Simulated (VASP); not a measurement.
Input:

```xyz
5
Lattice="3.9393 0.0000 0.0000 0.0000 3.9393 0.0000 0.0000 0.0000 3.9393" Properties=species:S:1:pos:R:3 pbc="T T T"
Sr     0.0000     0.0000     0.0000
Ti     1.9697     1.9697     1.9697
O      1.9697     0.0000     1.9697
O      0.0000     1.9697     1.9697
O      1.9697     1.9697     0.0000
```

The numbers are results of PW91 GGA, VASP's PBE PAW potentials (set 64) (plane waves; VASP), not measurements. Numerical set-up: 520 eV cut-off, 6×6×6 Γ-centred mesh, Gaussian smearing of 0.050 eV, potentials Sr_sv Ti_sv O.

Question: Predict the energy per atom (σ→0), band gap (on the k-mesh) with the smallest direct gap where there is one.

Answer: 
| Item | Value |
|---|---|
| band gap (on the k-mesh) | 1.80 eV |
| smallest direct gap (on the k-mesh) | 2.16 eV |
| energy per atom (σ→0) | -8.081 eV/atom |

The compound is SrTiO3 in the cubic perovskite structure, the ideal cubic form; the compound distorts at low or room temperature. It was relaxed first.
